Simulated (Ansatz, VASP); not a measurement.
## BeZn2TeS2: VASP beside Ansatz

```xyz
6
Lattice="4.2051 0.0000 0.0000 0.0000 4.2051 0.0000 0.0000 0.0000 7.1224" Properties=species:S:1:pos:R:3 pbc="T T T"
Be    2.1025    2.1025    0.0000
Zn    2.1025    0.0000    2.2671
Zn    0.0000    2.1025    4.8553
Te    0.0000    0.0000    0.0000
S     2.1025    0.0000    5.9313
S     0.0000    2.1025    1.1911
```

Change from the starting cell: species swapped into the Pr2FeSi2Ru type (P-4m2, No. 115).

Alike in both runs: task single point; functional PBE; k mesh 4 × 4 × 4; occupations gaussian, width 0.1 eV; no spin polarisation.

|  | VASP | Ansatz |
| --- | --- | --- |
| version | VASP 6.6.1 | Ansatz 0.2.0 |
| potentials or method | VASP PAW PBE potentials, release 64 (Be, Zn, Te, S) | scalar-relativistic, plane waves, PAW |
| plane-wave cutoff (eV) | 520 | 420 |
| valence electrons in the cell | 44 | 54 |

```tsv
	VASP	Ansatz	Ansatz less VASP
gap on the k mesh at the Fermi level (eV)	none	none	-
pressure (GPa)	11.3	11.3	-0.05
largest component of the traceless stress (GPa)	8.00	7.96	-0.045
rms of the force components (eV/Å)	0.303	0.305	+0.0023
```

Atom by atom the forces differ by 0.004 eV/Å (rms over components). A gap of «none» marks a metal or a gap that the smearing closes. The two sets of potentials don't hold the same shells in valence.

Caveats: the k mesh is coarse (spacing up to 0.37 Å⁻¹), so the values aren't converged. Spin-orbit coupling is left out, which matters for the levels of Te.
